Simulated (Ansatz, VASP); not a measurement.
# WSe2: VASP beside Ansatz, part 2 of 2

Aim: how closely do two programs agree when they are given the same cell, functional and k mesh? The structure shown is the end of the Ansatz relaxation below.

VASP 6.6.1 and Ansatz 0.2.0.

So far. Step 4 (Side by side): Known differences besides the potentials themselves: the data sets hold 92 valence electrons in Ansatz (on its PAW soft_1 files) and 36 in VASP; Ansatz's pressure holds a Pulay correction, VASP's none. Total energies have different zeros and are not compared.

### 6. VASP: single point, PBE with D3(BJ), pair 2

Level of this step: PBE with D3(BJ), no spin polarisation; plane waves and PAW (W, Se) (VASP).

The same cell, functional, mesh and smearing now go to VASP, with its own data sets.

Input file INCAR:

```
SYSTEM = WSe2
PREC = Accurate
ENCUT = 600
EDIFF = 1E-06
NELM = 120
ISMEAR = -1
SIGMA = 0.02
LREAL = .FALSE.
ALGO = Normal
GGA = PE
IVDW = 12
NBANDS = 24
LASPH = .TRUE.
LORBIT = 11
LWAVE = .FALSE.
LCHARG = .FALSE.
ISIF = 2
GGA_COMPAT = .FALSE.
EFERMI = MIDGAP
KPAR = 2
```

Input file POSCAR:

```
WSe2
1.0
    3.2907529278      0.0000000000      0.0000000000
   -1.6453764639      2.8498756330      0.0000000000
    0.0000000000      0.0000000000     12.9931340003
W Se
2 4
Direct
    0.3333333333      0.6666666667      0.2500000000
    0.6666666667      0.3333333333      0.7500000000
    0.3333333333      0.6666666667      0.6205070062
    0.6666666667      0.3333333333      0.1205070062
    0.3333333333      0.6666666667      0.8794929938
    0.6666666667      0.3333333333      0.3794929938
```

Input file KPOINTS:

```
Automatic mesh
0
Gamma
10 10 3
0 0 0
```

The projector-augmented-wave data sets are W and Se (PBE family, release 64).

Command:

```sh
> mpirun -np 2 vasp_std
```

Numbers of over 12 decimals in the logs are rounded to 6 here.

The program printed:

```text
[... set-up lines as in an earlier step ...]
 entering main loop
       N       E                     dE             d eps       ncg     rms          rms(c)
DAV:   1     0.207315941511E+03    0.20732E+03   -0.17064E+04  1344   0.147E+03
DAV:   2    -0.275254368381E+02   -0.23484E+03   -0.22534E+03  1800   0.288E+02
DAV:   3    -0.449194766197E+02   -0.17394E+02   -0.17233E+02  1808   0.746E+01
DAV:   4    -0.452881032313E+02   -0.36863E+00   -0.36696E+00  1832   0.115E+01
[...]
DAV:  12    -0.432550084026E+02   -0.48067E-04   -0.26311E-04  1848   0.917E-02    0.320E-02
DAV:  13    -0.432550133313E+02   -0.49288E-05   -0.17883E-05  1816   0.246E-02    0.700E-03
DAV:  14    -0.432550137400E+02   -0.40865E-06   -0.20150E-06  1376   0.791E-03
   1 F= -.46039602E+02 E0= -.46039602E+02  d E =-.356527E-12
```

OUTCAR, selected parts (step 6):

```text
 Edisp (eV)   -2.78459

  Total      -1.05853    -1.05853    -1.04665    -0.00000     0.00000     0.00000
  in kB     -13.91804   -13.91804   -13.76179    -0.00000     0.00000     0.00000
  external pressure =      -13.87 kB  Pullay stress =        0.00 kB

 POSITION                                       TOTAL-FORCE (eV/Angst)
 -----------------------------------------------------------------------------------
     -0.00000      1.89992      3.24828         0.000000     -0.000000     -0.000000
      1.64538      0.94996      9.74485         0.000000     -0.000000     -0.000000
     -0.00000      1.89992      8.06233        -0.000000     -0.000000      0.040250
      1.64538      0.94996      1.56576        -0.000000      0.000000      0.040250
     -0.00000      1.89992     11.42737         0.000000     -0.000000     -0.040250
      1.64538      0.94996      4.93080        -0.000000      0.000000     -0.040250
 -----------------------------------------------------------------------------------
    total drift:                               -0.000000      0.000000     -0.000000

  FREE ENERGIE OF THE ION-ELECTRON SYSTEM (eV)
  ---------------------------------------------------
  free  energy   TOTEN  =       -46.0396019090 eV

  energy  without entropy=      -46.0396019090  energy(sigma->0) =      -46.03960191

[... 1 part as in an earlier step ...]

[... 2 further parts left out ...]
[key lines of the parts left out:]
E-fermi :   5.7521
```

The run ends at a pressure of -1.39 GPa, with forces up to 0.040 eV/Å.

### 7. Comparison

What differs besides the data sets and the points named for the pairs above, as far as they apply: the data sets hold 92 valence electrons in Ansatz (on its PAW soft_1 files) and 36 in VASP. Total energies have different zeros and are not compared.

Both answers:

| quantity | Ansatz | VASP | difference |
| --- | --- | --- | --- |
| pressure (GPa) | -0.99 | -1.39 | +0.40 |
| gap on the k mesh (eV) | 0.998 | 0.998 | 0.000 |

At this near-relaxed geometry the largest component of a force difference is 42 meV/Å. A gap on the mesh is an upper bound, since the band edges may lie between its points; neither run holds spin-orbit coupling, which can move the band edges of a compound of W.

### 8. Ansatz: relaxation, PBE with D3(BJ)

This run makes the geometry at which the two programs are then compared. The cell compared in this pair holds 116.87 Å³, against 121.85 Å³ for the pair before.

The structure compared here is the end of the Ansatz relaxation.

Input file input.yaml:

```yaml
crystal:
  lattice:
    - [3.2789773384, 0.0, 0.0]
    - [-1.6394886692, 2.8396776734, 0.0]
    - [0.0, 0.0, 12.7850524128]
  atoms:
    - { symbol: W, position: [0.3333333333, 0.6666666667, 0.25] }
    - { symbol: W, position: [0.6666666667, 0.3333333333, 0.75] }
    - { symbol: Se, position: [0.3333333333, 0.6666666667, 0.6182683636] }
    - { symbol: Se, position: [0.6666666667, 0.3333333333, 0.1182683636] }
    - { symbol: Se, position: [0.3333333333, 0.6666666667, 0.8817316364] }
    - { symbol: Se, position: [0.6666666667, 0.3333333333, 0.3817316364] }
kpoints:
  mp_grid: { grid: [10, 10, 3] }
scf:
  occupations: { method: fermi_dirac, width: 0.02 }
hamiltonian:
  xc: pbe
  pseudopotentials: { kind: paw, azcp: { folder: soft_1 } }
  dispersion: d3bj
basis:
  ecutwfc: 600
output:
  forces: true
  stress: true
relax:
  f_tol: 0.005
  max_steps: 70
  cell: { stress_tol: 0.02, p_target: 1 }
```

Command:

```sh
> ansatz run input.yaml --threads 4 --pin off --max-ram 10240MiB --backend cpu --events-out ev --progress --plain --runs-dir out
```

The program printed:

```text
[...]
Crystal: 6 atoms, lattice volume = 119.045 Å³
Basis set: ecut = 600 eV, 4047 PW (Γ), exchange–correlation on 54×54×216 points (8 copies of the dense FFT grid, shifted against one another)
Bands: 56, of which v1, the nominal top of the filled ones, is band 46 counted from 1 (45 counted from 0)
Symmetry: 24 space group operations
[...]
k-points: 28 of 300
[...]
cell:  # Å, volume = 116.8700 Å³
    - [3.268068, 0, 0.0]
    - [-1.634034, 2.830230, 0.0]
    - [0.0, 0.0, 12.635436]
  atoms:
    - { symbol: W, position: [0.333333, 0.666667, 0.250000] }
    - { symbol: W, position: [0.666667, 0.333333, 0.75] }
    - { symbol: Se, position: [0.333333, 0.666667, 0.616603] }
    - { symbol: Se, position: [0.666667, 0.333333, 0.116603] }
    - { symbol: Se, position: [0.333333, 0.666667, 0.883397] }
    - { symbol: Se, position: [0.666667, 0.333333, 0.383397] }
[key lines of the parts left out:]
SCF converged after 7 iterations
Free energy (F): -42654.244579 eV
Fermi energy:    13.739111 eV
P = ⅓ Tr σ = 0.9928 GPa (9.928 kbar)
```

### 9. VASP: single point, PBE with D3(BJ), pair 3

The same cell, functional, mesh and smearing now go to VASP, with its own data sets.

INCAR is that of step 6.

Input file POSCAR:

```
WSe2
1.0
    3.2680677599      0.0000000000      0.0000000000
   -1.6340338800      2.8302297014      0.0000000000
    0.0000000000      0.0000000000     12.6354364611
W Se
2 4
Direct
    0.3333333333      0.6666666667      0.2500000000
    0.6666666667      0.3333333333      0.7500000000
    0.3333333333      0.6666666667      0.6166025517
    0.6666666667      0.3333333333      0.1166025517
    0.3333333333      0.6666666667      0.8833974483
    0.6666666667      0.3333333333      0.3833974483
```

KPOINTS is that of step 6.

Command:

```sh
> mpirun -np 2 vasp_std
```

The program printed:

```text
[... set-up lines as in an earlier step ...]
 entering main loop
       N       E                     dE             d eps       ncg     rms          rms(c)
DAV:   1     0.207884524562E+03    0.20788E+03   -0.17242E+04  1344   0.148E+03
DAV:   2    -0.276928110509E+02   -0.23558E+03   -0.22541E+03  1840   0.287E+02
DAV:   3    -0.447569480076E+02   -0.17064E+02   -0.16910E+02  1808   0.729E+01
DAV:   4    -0.451034279031E+02   -0.34648E+00   -0.34553E+00  1784   0.114E+01
[...]
DAV:  12    -0.431362604183E+02   -0.39258E-04   -0.22048E-04  1872   0.843E-02    0.319E-02
DAV:  13    -0.431362637502E+02   -0.33319E-05   -0.13761E-05  1872   0.212E-02    0.866E-03
DAV:  14    -0.431362639563E+02   -0.20616E-06   -0.16901E-06  1304   0.748E-03
   1 F= -.46046025E+02 E0= -.46046025E+02  d E =-.118695E-10
```

OUTCAR, selected parts (step 9):

```text
 Edisp (eV)   -2.90976

  Total       0.43581     0.43581     0.45143    -0.00000     0.00000     0.00000
  in kB       5.97448     5.97448     6.18867    -0.00000     0.00000     0.00000
  external pressure =        6.05 kB  Pullay stress =        0.00 kB

 POSITION                                       TOTAL-FORCE (eV/Angst)
 -----------------------------------------------------------------------------------
     -0.00000      1.88682      3.15886         0.000000     -0.000000      0.000000
      1.63403      0.94341      9.47658         0.000000     -0.000000      0.000000
     -0.00000      1.88682      7.79104        -0.000000      0.000000      0.037907
      1.63403      0.94341      1.47332         0.000000      0.000000      0.037907
     -0.00000      1.88682     11.16211         0.000000      0.000000     -0.037907
      1.63403      0.94341      4.84439        -0.000000      0.000000     -0.037907
 -----------------------------------------------------------------------------------
    total drift:                               -0.000000      0.000000     -0.000000

  FREE ENERGIE OF THE ION-ELECTRON SYSTEM (eV)
  ---------------------------------------------------
  free  energy   TOTEN  =       -46.0460247773 eV

  energy  without entropy=      -46.0460247773  energy(sigma->0) =      -46.04602478

[... 1 part as in an earlier step ...]

[... 2 further parts left out ...]
[key lines of the parts left out:]
E-fermi :   6.1905
```

The run ends at a pressure of 0.60 GPa, with forces up to 0.038 eV/Å.

### 10. Differences

What differs besides the data sets and the points named for the pairs above, as far as they apply: the data sets hold 92 valence electrons in Ansatz (on its PAW soft_1 files) and 36 in VASP. Total energies have different zeros and are not compared.

Both answers:

| quantity | Ansatz | VASP | difference |
| --- | --- | --- | --- |
| pressure (GPa) | 0.99 | 0.60 | +0.39 |
| gap on the k mesh (eV) | 0.852 | 0.852 | 0.000 |

At this near-relaxed geometry the largest component of a force difference is 38 meV/Å. A gap on the mesh is an upper bound, since the band edges may lie between its points; neither run holds spin-orbit coupling, which can move the band edges of a compound of W.

### 11. Summary of results

```yaml
r_m_s_force_difference_single_point_pbe_with_d3_bj_pair_1: 17 meV/Å
r_m_s_force_difference_single_point_pbe_with_d3_bj_pair_2: 20 meV/Å
r_m_s_force_difference_single_point_pbe_with_d3_bj_pair_3: 18 meV/Å
```

The r.m.s. force difference is 20 meV/Å (single point, PBE with D3(BJ), pair 2), beyond the 12 meV/Å picked in this series as the mark of a large difference. The data sets hold unlike numbers of valence electrons (92 in Ansatz and 36 in VASP), so part of the differences comes from the potentials. What causes the difference of the single point, PBE with D3(BJ), pair 1 pair stays open here. What causes the difference of the single point, PBE with D3(BJ), pair 2 pair stays open here. What causes the difference of the single point, PBE with D3(BJ), pair 3 pair stays open here. 3 further runs of this series are not shown here. How closely two codes agree says nothing of how well the functional describes the real material.

[Lines on the potential files, build, host, timing and source positions are cut from VASP's logs without a mark.]

[Logs are printed without paths, hosts, clocks, repeated set-up lines and the standing remarks that a program may print on its own settings, such as how far it seeks lower states.]

[Hosts, paths, dates, database ids (printed as entryN), source tags and the programs' standing remarks are cut or masked in the printed files.]
